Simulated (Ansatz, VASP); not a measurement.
# Cross-check of InGa3As3P between VASP and Ansatz, part 2 of 3

Aim: how closely do two programs agree when they are given the same cell, functional and k mesh? The cell is generated by rule, not measured, and may not be a known phase. The cell is taken from a series of runs on this material, whose earlier steps may have relaxed, scaled, displaced or heated it; both programs get it as it stands.

VASP 6.6.1 and Ansatz 0.2.0.

So far: Starting point; Ansatz: relaxation of cell and atoms, PBEsol, pair 1.

### 3. VASP: relaxation of cell and atoms, PBEsol, pair 1

Level of this step: PBEsol; plane waves and PAW (As, Ga_d, In_d, P); invented cell (VASP).

The same cell, functional, mesh and smearing now go to VASP, with its own data sets.

Lines of VASP's logs that name or quote its potential files are left out, and so is its time.

INCAR

```
SYSTEM = InGa3As3P
PREC = Accurate
ENCUT = 500
EDIFF = 1E-07
NELM = 120
ISMEAR = 0
SIGMA = 0.1
LREAL = .FALSE.
ALGO = Normal
GGA = PS
NBANDS = 44
LORBIT = 11
LWAVE = .FALSE.
LCHARG = .FALSE.
ISIF = 3
IBRION = 2
NSW = 80
EDIFFG = -0.005
LASPH = .TRUE.
GGA_COMPAT = .FALSE.
NELMIN = 4
EFERMI = MIDGAP
KPAR = 2
```

POSCAR

```
InGa3As3P
1.0
    2.8525000000      2.8525000000      0.0000000000
   -2.8525000000      2.8525000000      0.0000000000
    0.0000000000      0.0000000000     11.4100000000
As Ga In P
3 3 1 1
Direct
    0.5000000000      0.0000000000      0.1250000000
    0.0000000000      0.5000000000      0.3750000000
    0.5000000000      0.0000000000      0.6250000000
    0.0000000000      0.0000000000      0.0000000000
    0.5000000000      0.5000000000      0.2500000000
    0.0000000000      0.0000000000      0.5000000000
    0.5000000000      0.5000000000      0.7500000000
    0.0000000000      0.5000000000      0.8750000000
```

KPOINTS

```
Automatic mesh
0
Gamma
6 6 2
0 0 0
```

Potentials, in the order of the species: As, Ga_d, In_d and P (PBE family, release 64).

On the command line:

```sh
mpirun -np 2 vasp_std
```

Numbers of over 12 decimals in the logs are rounded to 6 here.

Log:

```text
[banner, memory and clock lines left out]
running    2 mpi-ranks, on    1 nodes
 distrk:  each k-point on    1 cores,    2 groups
 distr:  one band on    1 cores,    1 groups

 POSCAR found type information on POSCAR AsGaInP
 POSCAR found :  4 types and       8 ions
|                                                                             |
|               ----> ADVICE to this user running VASP <----                  |
|                                                                             |
|     You enforced a specific xc type in the INCAR file but a different       |
|     [... a line on the potential file left out ...]
|     I HOPE YOU KNOW WHAT YOU ARE DOING!                                     |
|                                                                             |

 LDA part: xc-table for (Slater+PW92), standard interpolation
 POSCAR, INCAR and KPOINTS ok, starting setup
 FFT: planning ... GRIDC
 FFT: planning ... GRID_SOFT
 FFT: planning ... GRID
 WAVECAR not read
 entering main loop
       N       E                     dE             d eps       ncg     rms          rms(c)
DAV:   1     0.641893383277E+03    0.64189E+03   -0.32348E+04  2976   0.217E+03
DAV:   2     0.715173837231E+02   -0.57038E+03   -0.55565E+03  2952   0.558E+02
DAV:   3    -0.303116007021E+02   -0.10183E+03   -0.98480E+02  3248   0.191E+02
DAV:   4    -0.369049757553E+02   -0.65934E+01   -0.65453E+01  3544   0.473E+01
DAV:   5    -0.371083394202E+02   -0.20336E+00   -0.20296E+00  3632   0.889E+00    0.874E+00
DAV:   6    -0.362348911233E+02    0.87345E+00   -0.17027E+00  4088   0.154E+01    0.442E+00
DAV:   7    -0.361144698887E+02    0.12042E+00   -0.79617E-01  4128   0.469E+00    0.134E+00
DAV:   8    -0.361064126959E+02    0.80572E-02   -0.11619E-01  3784   0.334E+00    0.532E-01
DAV:   9    -0.361068655128E+02   -0.45282E-03   -0.11002E-02  3456   0.115E+00    0.370E-01
DAV:  10    -0.361069729001E+02   -0.10739E-03   -0.24946E-03  4168   0.457E-01    0.227E-01
DAV:  11    -0.361071614377E+02   -0.18854E-03   -0.83888E-04  3312   0.275E-01    0.105E-01
DAV:  12    -0.361071121047E+02    0.49333E-04   -0.17288E-04  3824   0.144E-01    0.467E-02
DAV:  13    -0.361071190791E+02   -0.69744E-05   -0.58344E-05  3332   0.572E-02    0.149E-02
DAV:  14    -0.361071203368E+02   -0.12577E-05   -0.72039E-06  3652   0.339E-02    0.658E-03
DAV:  15    -0.361071206347E+02   -0.29793E-06   -0.12251E-06  3400   0.191E-02    0.604E-03
DAV:  16    -0.361071206677E+02   -0.33007E-07   -0.67052E-07  3400   0.784E-03
   1 F= -.36107121E+02 E0= -.36107108E+02  d E =-.361071E+02
[... from here on, the cycles between the ionic steps are left out ...]
   2 F= -.36284686E+02 E0= -.36284437E+02  d E =-.177565E+00
   6 F= -.36349070E+02 E0= -.36349008E+02  d E =-.151255E-01
   7 F= -.36354803E+02 E0= -.36354733E+02  d E =-.208590E-01
   8 F= -.36360059E+02 E0= -.36359962E+02  d E =-.525576E-02
   9 F= -.36360295E+02 E0= -.36360191E+02  d E =-.549248E-02
  10 F= -.36360503E+02 E0= -.36360436E+02  d E =-.207091E-03
  11 F= -.36360672E+02 E0= -.36360592E+02  d E =-.376525E-03
  12 F= -.36360672E+02 E0= -.36360592E+02  d E =-.376564E-03
  13 F= -.36360699E+02 E0= -.36360621E+02  d E =-.267136E-04
  14 F= -.36360699E+02 E0= -.36360622E+02  d E =-.270135E-04
  15 F= -.36360700E+02 E0= -.36360623E+02  d E =-.280523E-04
 curvature:  -0.82 expect dE=-0.732E-05 dE for cont linesearch -0.643E-08
 trial: gam= 0.22267 g(F)=  0.757E-05 g(S)=  0.140E-05 ort = 0.553E-06 (trialstep = 0.132E+01)
 search vector abs. value=  0.111E-04
 bond charge predicted
       N       E                     dE             d eps       ncg     rms          rms(c)
DAV:   1    -0.363607224780E+02   -0.22396E-04   -0.20078E-03  3868   0.307E-01    0.313E-02
DAV:   2    -0.363607117225E+02    0.10755E-04   -0.11417E-04  4304   0.109E-01    0.127E-02
DAV:   3    -0.363607077365E+02    0.39861E-05   -0.11050E-05  4232   0.303E-02    0.510E-03
DAV:   4    -0.363607069462E+02    0.79025E-06   -0.17519E-06  3432   0.117E-02    0.181E-03
DAV:   5    -0.363607067762E+02    0.16996E-06   -0.13726E-07  1828   0.751E-03    0.546E-04
DAV:   6    -0.363607067533E+02    0.22983E-07   -0.53278E-08  1556   0.355E-03
  16 F= -.36360707E+02 E0= -.36360629E+02  d E =-.667051E-05
 trial-energy change:   -0.000007  1 .order   -0.000007   -0.000012   -0.000002
 step:   1.5188(harm=  1.5188)  dis= 0.00067  next Energy=   -36.360707 (dE=-0.690E-05)
 reached required accuracy - stopping structural energy minimisation
```

OUTCAR, selected parts (step 3):

```text
ion  position               nearest neighbor table
   1  0.500  0.000  0.125-   4 2.47   5 2.47   5 2.47   4 2.47
   2  0.000  0.500  0.375-   5 2.47   6 2.47   6 2.47   5 2.47
   3  0.500  0.000  0.625-   6 2.47   7 2.47   7 2.47   6 2.47
   4  0.000  0.000  0.000-   1 2.47   8 2.47   8 2.47   1 2.47
   5  0.500  0.500  0.250-   1 2.47   2 2.47   1 2.47   2 2.47
   6  0.000  0.000  0.500-   2 2.47   3 2.47   2 2.47   3 2.47
   7  0.500  0.500  0.750-   3 2.47   8 2.47   3 2.47   8 2.47
   8  0.000  0.500  0.875-   4 2.47   7 2.47   4 2.47   7 2.47

  LATTYP: Found a simple tetragonal cell.
 ALAT       =     4.0340441867
 C/A-ratio  =     2.8284271247

 Subroutine GETGRP returns: Found  4 space group operations
 (whereof  4 operations were pure point group operations)

The static configuration has the point symmetry C_2v.

 Found     32 irreducible k-points:

   k-points           NKPTS =     32   k-points in BZ     NKDIM =     32   number of bands    NBANDS=     44

   dimension x,y,z NGX =    30 NGY =   30 NGZ =   84
   dimension x,y,z NGXF=    60 NGYF=   60 NGZF=  168

   ENCUT  =  500.0 eV  36.75 Ry    6.06 a.u.   7.35  7.35 20.80*2*pi/ulx,y,z

   NELECT =      72.0000    total number of electrons

 k-points in reciprocal lattice and weights: Automatic mesh
   0.00000000  0.00000000  0.00000000       0.014
   0.16666667  0.00000000  0.00000000       0.028
   0.00000000  0.16666667  0.00000000       0.028
   0.33333333  0.00000000  0.00000000       0.028
   0.00000000  0.33333333  0.00000000       0.028
   0.50000000  0.00000000  0.00000000       0.014
   0.00000000  0.50000000  0.00000000       0.014
   0.16666667  0.16666667  0.00000000       0.056
   0.33333333  0.16666667  0.00000000       0.056
[...]
-0.33333333  0.50000000  0.50000000       0.028
   0.50000000  0.50000000  0.50000000       0.014

 average (electrostatic) potential at core
       1 -49.8171       2 -49.8247       3 -49.7219       4 -65.8935       5 -65.8382
       6 -65.8564       7 -96.6305       8 -84.0331

 E-fermi :   4.3764

 k-point     1 :       0.0000    0.0000    0.0000
  band No.  band energies     occupation
    ...
     32       2.6125      2.00000
     33       2.7784      2.00000
     34       4.0572      1.99999
     35       4.1239      1.99964
     36       4.2230      1.96992
     37       4.5287      0.03128
     38       5.4950      0.00000
     39       5.7228      0.00000
     40       6.0769      0.00000
     41       6.2680      0.00000
    ...

 k-point     2 :       0.1667    0.0000    0.0000
  band No.  band energies     occupation
    ...
     32       2.3506      2.00000
     33       2.3821      2.00000
     34       2.8939      2.00000
     35       3.4760      2.00000
     36       4.1267      1.99959
     37       5.6186      0.00000
     38       6.0312      0.00000
     39       6.3703      0.00000
     40       6.8959      0.00000
     41       7.2161      0.00000
    ...

 k-point     3 :       0.0000    0.1667    0.0000
  band No.  band energies     occupation
    ...
     32       2.4776      2.00000
     33       2.5673      2.00000
     34       2.7208      2.00000
     35       3.4847      2.00000
     36       4.0097      2.00000
     37       5.7651      0.00000
     38       5.9066      0.00000
     39       6.4576      0.00000
     40       6.7508      0.00000
     41       7.1561      0.00000
    ...

  Total       -0.0079925     -0.0079925     -0.0101563     -0.0037710      0.0000000      0.0000000
  in kB       -0.0686210     -0.0686210     -0.0871988     -0.0323768      0.0000000      0.0000000
  external PRESSURE =      -0.0748136 kB  Pullay stress =       0.0000000 kB

  energy-cutoff  :      500.00
  volume of cell :      186.61
      direct lattice vectors                 reciprocal lattice vectors
     2.859641324  2.859641324  0.000000000     0.174847103  0.174847103  0.000000000
    -2.850675513  2.850675513  0.000000000    -0.175397024  0.175397024  0.000000000
     0.000000000  0.000000000 11.445809802     0.000000000  0.000000000  0.087368217

 POSITION                                       TOTAL-FORCE (eV/Angst)
 -----------------------------------------------------------------------------------
      1.42982      1.42982      1.43176         0.000000      0.000000      0.001838
     -1.42534      1.42534      4.23691         0.000000      0.000000     -0.003148
     -1.42085      4.28050      7.02934         0.000000      0.000000     -0.002083
      0.00897      5.71032      0.03163        -0.000000     -0.000000      0.002405
      0.00448      2.85516      2.83581        -0.000000     -0.000000     -0.003130
      0.00000      0.00000      5.64410         0.000000      0.000000      0.000743
      0.00448      2.85516      8.66325         0.000000      0.000000      0.002065
      1.43430      4.28498     10.18752         0.000000      0.000000      0.001310
 -----------------------------------------------------------------------------------
    total drift:                               -0.000000      0.000000      0.002027

  FREE ENERGIE OF THE ION-ELECTRON SYSTEM (eV)
  ---------------------------------------------------
  free  energy   TOTEN  =       -36.3607067533 eV

  energy  without entropy=      -36.3605506431  energy(sigma->0) =      -36.36062870

 reached required accuracy - stopping structural energy minimisation

 total charge
# of ion       s       p       d       tot
------------------------------------------
    1        1.212   1.584   0.030   2.827
    2        1.213   1.581   0.030   2.824
    3        1.214   1.590   0.027   2.831
    4        0.872   0.791   9.999  11.663
    5        0.882   0.792   9.992  11.666
    6        0.881   0.788   9.994  11.664
    7        0.842   0.787   9.895  11.524
    8        1.025   1.479   0.000   2.504
--------------------------------------------------
tot          8.141   9.392  39.969  57.501

[... 3 further parts left out ...]
```

The gap is read on the k-mesh alone, so it is an upper bound where the band edges lie off the mesh. The PAW data sets were made with PBE, which is usual practice but a small mismatch for other functionals. The run keeps the 4 symmetry operations of its start, so it cannot find a distortion of lower symmetry.

### 4. Comparison

Known differences besides the potentials themselves: the data sets hold 102 valence electrons in Ansatz (on its default PAW (the set named soft_2) files) and 72 in VASP; the cutoff is 420 eV in Ansatz and 500 eV in VASP; Ansatz makes its cores anew for this functional, VASP keeps those of its PBE data sets; Ansatz adds a Pulay correction to the stress that steers its cell, VASP none. Total energies have different zeros and are not compared.

The two programs side by side:

```csv
quantity,Ansatz,VASP,difference
volume (Å³),186.31,186.61,-0.16 %
"edge a after relaxation, in the typed setting (Å)",4.041,4.044,-0.07 %
"edge b after relaxation, in the typed setting (Å)",4.030,4.032,-0.04 %
"edge c after relaxation, in the typed setting (Å)",11.441,11.446,-0.04 %
```

### 5. Ansatz: relaxation of cell and atoms, PBEsol, pair 2

The relaxed volume is the usual yardstick between codes: in a stiff, nearly cubic crystal its relative difference is about their pressure difference at one cell divided by the bulk modulus.

The cell is taken from a series of runs on this material, whose earlier steps may have relaxed, scaled, displaced or heated it; both programs get it as it stands.

input.yaml

```yaml
crystal:
  lattice:
    - [2.8576240311, 2.8576240311, 0.0]
    - [-2.84939992, 2.84939992, 0.0]
    - [0.0, 0.0, 11.440655191]
  atoms:
    - { symbol: As, position: [0.5, 0.0, 0.1251777644] }
    - { symbol: As, position: [1.0, 0.5, 0.3701129677] }
    - { symbol: As, position: [0.5, 0.0, 0.6140542801] }
    - { symbol: Ga, position: [0.0, 0.0, 0.0029428697] }
    - { symbol: Ga, position: [0.5, 0.5, 0.2477917586] }
    - { symbol: Ga, position: [0.0, 0.0, 0.4930952512] }
    - { symbol: In, position: [0.5, 0.5, 0.7567765879] }
    - { symbol: P, position: [1.0, 0.5, 0.8900485204] }
kpoints:
  mp_grid: { grid: [8, 8, 4] }
hamiltonian:
  xc: pbesol
scf:
  occupations: { method: gaussian, width: 0.02 }
output:
  forces: true
  stress: true
  eigenvalues: true
relax:
  adjacent_minimum: "off"
  f_tol: 0.005
  max_steps: 80
  cell: { stress_tol: 0.05 }
```

On the command line:

```sh
ansatz run input.yaml --threads 4 --pin off --max-ram 14336MiB --backend cpu --events-out ev --progress --plain --runs-dir out
```

Log:

```text
[...]
Crystal: 8 atoms, lattice volume = 186.311 Å³
Basis set: ecut = 420 eV, 3663 PW (Γ), exchange–correlation on 60×54×160 points (8 copies of the dense FFT grid, shifted against one another)
Bands: 62, of which v1, the nominal top of the filled ones, is band 51 counted from 1 (50 counted from 0)
Symmetry: 4 space group operations
[...]
k-points: 75 of 256 (time reversal used)
[...]
- [-2.846839, 2.846839, 0]
    - [0, 0.0, 11.464806]
  atoms:
    - { symbol: As, position: [0.500000, 0, 0.125196] }
    - { symbol: As, position: [1.000000, 0.5, 0.370124] }
    - { symbol: As, position: [0.500000, 0, 0.614082] }
    - { symbol: Ga, position: [0, 0, 0.00291385] }
    - { symbol: Ga, position: [0.500000, 0.5, 0.247754] }
    - { symbol: Ga, position: [0, 0, 0.493055] }
    - { symbol: In, position: [0.500000, 0.5, 0.756821] }
    - { symbol: P, position: [1.000000, 0.5, 0.890053] }
[key lines of the parts left out:]
SCF converged after 6 iterations
Free energy (F): -31936.399951 eV
Fermi energy:    7.962714 eV
P = ⅓ Tr σ = -0.0032 GPa (-0.032 kbar)
```

### 6. VASP: relaxation of cell and atoms, PBEsol, pair 2

The same cell, functional, mesh and smearing now go to VASP, with its own data sets.

Changes to INCAR since step 3:

```diff
@@ -6,3 +6,3 @@
 ISMEAR = 0
-SIGMA = 0.1
+SIGMA = 0.02
 LREAL = .FALSE.
```

POSCAR

```
InGa3As3P
1.0
    2.8576240000      2.8576240000      0.0000000000
   -2.8494000000      2.8494000000      0.0000000000
    0.0000000000      0.0000000000     11.4406550000
As Ga In P
3 3 1 1
Direct
    0.5000000000      0.0000000000      0.1251777979
    0.0000000000      0.5000000000      0.3701129874
    0.5000000000      0.0000000000      0.6140542652
    0.0000000000      0.0000000000      0.0029428385
    0.5000000000      0.5000000000      0.2477917567
    0.0000000000      0.0000000000      0.4930952817
    0.5000000000      0.5000000000      0.7567766006
    0.0000000000      0.5000000000      0.8900485156
```

KPOINTS

```
Automatic mesh
0
Gamma
8 8 4
0 0 0
```

On the command line:

```sh
mpirun -np 2 vasp_std
```

Log:

```text
[banner, memory and clock lines left out]
running    2 mpi-ranks, on    1 nodes
[...]
[... a notice as in an earlier step ...]

 LDA part: xc-table for (Slater+PW92), standard interpolation
 POSCAR, INCAR and KPOINTS ok, starting setup
[...]
entering main loop
       N       E                     dE             d eps       ncg     rms          rms(c)
DAV:   1     0.639602998512E+03    0.63960E+03   -0.32311E+04  6948   0.216E+03
DAV:   2     0.700133816863E+02   -0.56959E+03   -0.55445E+03  6964   0.561E+02
DAV:   3    -0.306072666116E+02   -0.10062E+03   -0.97437E+02  7552   0.191E+02
DAV:   4    -0.371817683752E+02   -0.65745E+01   -0.65258E+01  8328   0.471E+01
[...]
DAV:  15    -0.363888429188E+02   -0.23444E-06   -0.14488E-06  7884   0.183E-02    0.292E-03
DAV:  16    -0.363888430236E+02   -0.10480E-06   -0.46868E-07  6960   0.439E-03    0.113E-03
DAV:  17    -0.363888429609E+02    0.62653E-07   -0.93208E-08  4060   0.432E-03
   1 F= -.36388843E+02 E0= -.36388843E+02  d E =-.363888E+02
[... from here on, the cycles between the ionic steps are left out ...]
   2 F= -.36389056E+02 E0= -.36389056E+02  d E =-.213288E-03
   3 F= -.36389066E+02 E0= -.36389066E+02  d E =-.223013E-03
   4 F= -.36389063E+02 E0= -.36389063E+02  d E =-.220320E-03
   5 F= -.36389065E+02 E0= -.36389065E+02  d E =-.222345E-03
   6 F= -.36389120E+02 E0= -.36389120E+02  d E =-.551016E-04
   7 F= -.36389142E+02 E0= -.36389142E+02  d E =-.769788E-04
   8 F= -.36389143E+02 E0= -.36389143E+02  d E =-.772665E-04
   9 F= -.36389143E+02 E0= -.36389143E+02  d E =-.772927E-04
  10 F= -.36389147E+02 E0= -.36389147E+02  d E =-.450114E-05
 trial-energy change:   -0.000005  1 .order   -0.000003   -0.000009    0.000002
 step:   1.0536(harm=  0.9822)  dis= 0.00029  next Energy=   -36.389147 (dE=-0.461E-05)
 reached required accuracy - stopping structural energy minimisation
```

OUTCAR, selected parts (step 6):

```text
  Total        0.0162926      0.0162926      0.0169425     -0.0020033      0.0000000      0.0000000
  in kB        0.1398722      0.1398722      0.1454513     -0.0171985      0.0000000      0.0000000
  external PRESSURE =       0.1417319 kB  Pullay stress =       0.0000000 kB

 POSITION                                       TOTAL-FORCE (eV/Angst)
 -----------------------------------------------------------------------------------
      1.42857      1.42857      1.43490         0.000000      0.000000     -0.001919
     -1.42415      1.42415      4.24401         0.000000      0.000000     -0.000115
      1.42857      1.42857      7.04202         0.000000      0.000000      0.000805
     -2.84830      2.84830      0.03196         0.000000      0.000000     -0.000280
      0.00442      2.85272      2.84067         0.000000      0.000000     -0.001667
     -2.84830      2.84830      5.65380         0.000000      0.000000      0.002398
      0.00442      2.85272      8.67891         0.000000      0.000000      0.001321
     -1.42415      1.42415     10.20577         0.000000      0.000000     -0.000544
 -----------------------------------------------------------------------------------
    total drift:                               -0.000000      0.000000      0.001582

  FREE ENERGIE OF THE ION-ELECTRON SYSTEM (eV)
  ---------------------------------------------------
  free  energy   TOTEN  =       -36.3891470996 eV

  energy  without entropy=      -36.3891470996  energy(sigma->0) =      -36.38914710

[... 1 part as in an earlier step ...]

[... 3 further parts left out ...]
[key lines of the parts left out:]
E-fermi :   4.3752
```

### 7. Differences

What differs besides the data sets and the points named for the pairs above, as far as they apply: the data sets hold 102 valence electrons in Ansatz (on its default PAW (the set named soft_2) files) and 72 in VASP. Total energies have different zeros and are not compared.

The two programs side by side:

```csv
quantity,Ansatz,VASP,difference
volume (Å³),186.37,186.63,-0.14 %
"edge a after relaxation, in the typed setting (Å)",4.038,4.041,-0.07 %
"edge b after relaxation, in the typed setting (Å)",4.026,4.028,-0.05 %
"edge c after relaxation, in the typed setting (Å)",11.465,11.466,-0.01 %
```

[end of part 2 of 3]

[Lines on the potential files, build, host, timing and source positions are cut from VASP's logs without a mark.]

[Logs are printed without paths, hosts, clocks, repeated set-up lines and the standing remarks that a program may print on its own settings, such as how far it seeks lower states.]

[Hosts, paths, dates, database ids (printed as entryN), source tags and the programs' standing remarks are cut or masked in the printed files.]
